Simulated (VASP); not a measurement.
Level of theory: optB88-vdW, VASP's PBE PAW potentials (set 64) (plane waves; VASP 6.6.1).

A VASP calculation is set up with these files.

**KPOINTS**
```
Automatic mesh
0
Gamma
15 15 15
0 0 0
```

### INCAR
```
! general
SYSTEM   = Nb
PREC     = Accurate
ENCUT    = 520   ! plane-wave cut-off (eV)
LREAL    = .FALSE.   ! projection in real space or not
LASPH    = .TRUE.   ! aspherical one-centre terms

! electronic loop
EDIFF    = 1E-7   ! SCF stop (eV)
NELM     = 100
ALGO     = Normal   ! blocked Davidson
LMAXMIX  = 4   ! l cut-off of mixed one-centre charges

! smearing
ISMEAR   = 1   ! Methfessel-Paxton
SIGMA    = 0.1

! functional
GGA      = BO
LUSE_VDW = .TRUE.
AGGAC    = 0.0
PARAM1   = 0.1833333333
PARAM2   = 0.22

! ions
ISIF     = 2   ! forces and stress, cell fixed

! output
LWAVE    = .FALSE.
LCHARG   = .FALSE.
```

POSCAR:
```
Nb
1
   -1.6182212600     1.6182212600     1.6182212600
    1.6182212600    -1.6182212600     1.6182212600
    1.6182212600     1.6182212600    -1.6182212600
Nb
1
Direct
  0.0000000000   0.0000000000   0.0000000000
```

POTCAR, in this order: Nb_sv (PBE.64 set). Program: vasp_std.

Predict the energy per atom (σ→0), pressure, band gap (on the k-mesh).

```yaml
energy per atom (σ→0): -7188 meV/atom
band gap (on the k-mesh): none (metal, semimetal or under 0.01 eV)
pressure: 12.54 GPa
```

OSZICAR:
```
...
DAV:   6    -0.720895145768E+01    0.28077E+00   -0.57258E-01  3712   0.103E+01    0.287E+00
DAV:   7    -0.718240187426E+01    0.26550E-01   -0.18144E-01  3752   0.572E+00    0.906E-01
DAV:   8    -0.718831733723E+01   -0.59155E-02   -0.12331E-02  2734   0.168E+00    0.408E-02
DAV:   9    -0.718840105857E+01   -0.83721E-04   -0.99751E-04  4188   0.301E-01    0.524E-02
DAV:  10    -0.718842178357E+01   -0.20725E-04   -0.31301E-05  3056   0.848E-02    0.219E-02
DAV:  11    -0.718841377910E+01    0.80045E-05   -0.93937E-06  2654   0.576E-02    0.539E-03
DAV:  12    -0.718841379632E+01   -0.17220E-07   -0.24017E-07  2650   0.564E-03
   1 F= -.71884138E+01 E0= -.71882165E+01  d E =-.591799E-03
```

The compound is Nb in the bcc structure. This cell is one point of a volume scan, at 0.94 of the reference volume.
